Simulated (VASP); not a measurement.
```yaml
crystal:
  lattice:
    - [1.29106, -2.23619, 0.00000]
    - [1.29106, 2.23619, 0.00000]
    - [0.00000, 0.00000, 4.07245]
  atoms:
    - { symbol: Ru, position: [0.33333, 0.66667, 0.25000] }
    - { symbol: Ru, position: [0.66667, 0.33333, 0.75000] }
```

All values below come from PBEsol GGA, VASP's PBE PAW potentials (set 64) (plane waves; VASP 6.6.1). Numerical set-up: 480 eV cut-off, 14×14×8 Γ-centred mesh, first-order Methfessel-Paxton smearing of 0.10 eV, potentials Ru_pv.

### Question
Give the stress tensor in GPa (positive for a compressed cell).

### Answer

```
57.55   0.00   0.00
 0.00  57.55   0.00
 0.00   0.00  61.31
```
The pressure is its mean diagonal, 58.81 GPa.

The compound is Ru in the hcp structure. This cell was strained or had an atom moved on purpose.
